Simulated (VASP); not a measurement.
Computed with optB86b-vdW, VASP's PBE PAW potentials (set 64) (plane waves; VASP).

The input files of a VASP run:

**KPOINTS**
```
Automatic mesh
0
Gamma
14 14 8
0 0 0
```

### INCAR
```
! general
SYSTEM  =Tc
PREC    =Accurate
ENCUT   =520
LREAL   =.FALSE.
LASPH   =.TRUE.

! electronic loop
EDIFF   =1E-6
NELM    =100
ALGO    =Normal
LMAXMIX =4

! smearing
ISMEAR  =1
SIGMA   =0.1

! functional
GGA     =MK
LUSE_VDW=.TRUE.
AGGAC   =0.0
PARAM1  =0.1234
PARAM2  =1.0

! ions
IBRION  =2
NSW     =60
ISIF    =3
EDIFFG  =-0.01

! output
LWAVE   =.FALSE.
LCHARG  =.FALSE.
```

**POSCAR**
```
Tc
1
    1.3700000000    -2.3729100000     0.0000000000
    1.3700000000     2.3729100000     0.0000000000
    0.0000000000     0.0000000000     4.3900000000
Tc
2
Direct
  0.3333330000   0.6666670000   0.2500000000
  0.6666670000   0.3333330000   0.7500000000
```

POTCAR, in this order: Tc_pv (PBE.64 set). Program: vasp_std.

The run wrote:

**OSZICAR**
```
       N       E                     dE             d eps       ncg     rms          rms(c)
DAV:   1     0.317027285400E+03    0.31703E+03   -0.16942E+04  4104   0.162E+03
DAV:   2    -0.862197910346E+01   -0.32565E+03   -0.32248E+03  4431   0.455E+02
DAV:   3    -0.167324026215E+02   -0.81104E+01   -0.78937E+01  4938   0.820E+01
DAV:   4    -0.168193035396E+02   -0.86901E-01   -0.85723E-01  4432   0.803E+00
DAV:   5    -0.168200736245E+02   -0.77008E-03   -0.77000E-03  4579   0.730E-01    0.241E+01
DAV:   6    -0.155184610823E+02    0.13016E+01   -0.31784E+00  4326   0.176E+01    0.749E+00
DAV:   7    -0.153687326810E+02    0.14973E+00   -0.58255E-01  4670   0.681E+00    0.907E-01
DAV:   8    -0.153591858701E+02    0.95468E-02   -0.11476E-02  4192   0.119E+00    0.279E-01
DAV:   9    -0.153591683609E+02    0.17509E-04   -0.49801E-04  4773   0.193E-01    0.215E-02
DAV:  10    -0.153591711418E+02   -0.27809E-05   -0.15835E-05  4323   0.347E-02    0.902E-03
DAV:  11    -0.153591708584E+02    0.28341E-06   -0.56932E-07  2167   0.845E-03
   1 F= -.15359171E+02 E0= -.15358830E+02  d E =-.153592E+02
       N       E                     dE             d eps       ncg     rms          rms(c)
DAV:   1    -0.155134734780E+02   -0.15430E+00   -0.46171E+00  4204   0.258E+01    0.454E+00
DAV:   2    -0.153564132409E+02    0.15706E+00   -0.45280E-01  4212   0.711E+00    0.628E-01
DAV:   3    -0.153497076630E+02    0.67056E-02   -0.50708E-02  4491   0.215E+00    0.659E-01
DAV:   4    -0.153523985621E+02   -0.26909E-02   -0.23514E-03  4173   0.404E-01    0.368E-02
DAV:   5    -0.153525375152E+02   -0.13895E-03   -0.42151E-04  4540   0.189E-01    0.264E-02
DAV:   6    -0.153525487348E+02   -0.11220E-04   -0.22871E-05  4148   0.419E-02    0.557E-03
DAV:   7    -0.153525483898E+02    0.34502E-06   -0.24783E-07  2120   0.466E-03
   2 F= -.15352548E+02 E0= -.15352273E+02  d E =0.662247E-02
       N       E                     dE             d eps       ncg     rms          rms(c)
DAV:   1    -0.154499668312E+02   -0.97418E-01   -0.26369E+00  4219   0.198E+01    0.324E+00
DAV:   2    -0.153623260682E+02    0.87641E-01   -0.25603E-01  4244   0.527E+00    0.475E-01
DAV:   3    -0.153584981784E+02    0.38279E-02   -0.29767E-02  4457   0.164E+00    0.456E-01
DAV:   4    -0.153599620975E+02   -0.14639E-02   -0.14110E-03  4132   0.304E-01    0.591E-02
DAV:   5    -0.153599791391E+02   -0.17042E-04   -0.30563E-04  4494   0.165E-01    0.306E-02
DAV:   6    -0.153599902697E+02   -0.11131E-04   -0.19564E-05  4114   0.372E-02    0.196E-03
DAV:   7    -0.153599903972E+02   -0.12750E-06   -0.20707E-07  2131   0.392E-03
   3 F= -.15359990E+02 E0= -.15359662E+02  d E =-.819539E-03
       N       E                     dE             d eps       ncg     rms          rms(c)
DAV:   1    -0.153599938132E+02   -0.35435E-05   -0.11161E-04  4183   0.128E-01    0.218E-02
DAV:   2    -0.153599897920E+02    0.40213E-05   -0.11417E-05  4182   0.352E-02    0.307E-03
DAV:   3    -0.153599897122E+02    0.79752E-07   -0.11863E-06  2070   0.107E-02
   4 F= -.15359990E+02 E0= -.15359662E+02  d E =-.818854E-03
       N       E                     dE             d eps       ncg     rms          rms(c)
DAV:   1    -0.153601103518E+02   -0.12056E-03   -0.53027E-03  4082   0.633E-01    0.622E-02
DAV:   2    -0.153600167833E+02    0.93568E-04   -0.15857E-04  4365   0.110E-01    0.261E-02
DAV:   3    -0.153599970275E+02    0.19756E-04   -0.67662E-05  4660   0.577E-02    0.504E-03
DAV:   4    -0.153599970362E+02   -0.86588E-08   -0.15339E-06  2459   0.138E-02
   5 F= -.15359997E+02 E0= -.15359666E+02  d E =-.732400E-05
```

**OUTCAR**
```
------------------------ aborting loop because EDIFF is reached ----------------------------------------
  FORCE on cell =-STRESS in cart. coord.  units (eV):
  Direction    XX          YY          ZZ          XY          YZ          ZX
  --------------------------------------------------------------------------------------
  Total        0.0057021      0.0057021      0.0104575      0.0000000      0.0000000      0.0000000
  in kB        0.3218224      0.3218225      0.5902149      0.0000000      0.0000000      0.0000000
  external PRESSURE =       0.4112866 kB  Pullay stress =       0.0000000 kB
  volume of cell :       28.39
      direct lattice vectors                 reciprocal lattice vectors
     1.368053802 -2.369539084 -0.000000000     0.365482702 -0.211011502  0.000000000
     1.368053802  2.369539084 -0.000000000     0.365482702  0.211011502  0.000000000
    -0.000000000 -0.000000000  4.378566452     0.000000000  0.000000000  0.228385251
 POSITION                                       TOTAL-FORCE (eV/Angst)
 -----------------------------------------------------------------------------------
      1.36805      0.78985      1.09464        -0.000000      0.000000      0.000000
      1.36805     -0.78985      3.28392         0.000000     -0.000000      0.000000
 -----------------------------------------------------------------------------------
    total drift:                               -0.000026      0.000615     -0.000043
  FREE ENERGIE OF THE ION-ELECTRON SYSTEM (eV)
  ---------------------------------------------------
  free  energy   TOTEN  =       -15.3599970362 eV

  energy  without entropy=      -15.3590045176  energy(sigma->0) =      -15.35966620

 reached required accuracy - stopping structural energy minimisation
```
(Selected blocks of OUTCAR.)

CONTCAR:
```
Tc
   1.00000000000000
     1.3680538016916848   -2.3695390839696362   -0.0000000000000000
     1.3680538016916848    2.3695390839696362   -0.0000000000000000
    -0.0000000000000000   -0.0000000000000000    4.3785664516103644
  Tc
     2
Direct
     0.3333330000000032    0.6666669999999968    0.2500000000000000
     0.6666669999999968    0.3333330000000032    0.7500000000000000
```

**OUTCAR**
```
 val. band max:       12.6756450316   @ k =   0.1429   0.1429   0.1250

 cond. band min:      12.6865261838   @ k =   0.0714   0.0000   0.1250


 Fermi energy:        12.6758382109

 k-point     1 :       0.0000    0.0000    0.0000
  band No.  band energies     occupation
      1     -26.7391      2.00000
      2     -25.5997      2.00000
      3     -25.5997      2.00000
      4     -25.4061      2.00000
      5     -25.4061      2.00000
      6     -25.3633      2.00000
      7       5.3676      2.00000
      8       7.2385      2.00000
      9      11.1301      2.00000
     10      11.1301      2.00000
     11      11.2220      2.00000
     12      11.8605      2.00000
     13      11.8605      2.00000
     14      12.5511      2.07077
     15      12.5512      2.07077
     16      14.4788     -0.00000
     17      15.2603      0.00000

 k-point     2 :       0.0714    0.0000    0.0000
  band No.  band energies     occupation
      1     -26.7178      2.00000
      2     -25.6478      2.00000
      3     -25.6155      2.00000
      4     -25.4561      2.00000
      5     -25.4127      2.00000
      6     -25.3725      2.00000
      7       5.5616      2.00000
      8       7.3964      2.00000
      9      10.7361      2.00000
     10      11.2959      2.00000
     11      11.5580      2.00000
     12      11.7623      2.00000
     13      12.0150      2.00000
     14      12.3096      2.00000
     15      12.4196      2.00175
     16      13.4331     -0.00000
     17      15.3443      0.00000

 k-point     3 :       0.1429    0.0000    0.0000
  band No.  band energies     occupation
      1     -26.6558      2.00000
      2     -25.7827      2.00000
      3     -25.6585      2.00000
      4     -25.5937      2.00000
      5     -25.4322      2.00000
      6     -25.4001      2.00000
      7       6.1051      2.00000
      8       7.7973      2.00000
      9      10.2537      2.00000
     10      11.3986      2.00000
     11      11.4676      2.00000
...
```

The compound is Tc in the hcp structure. This run relaxes it. Symmetry was kept, so distortions that lower it aren't found.
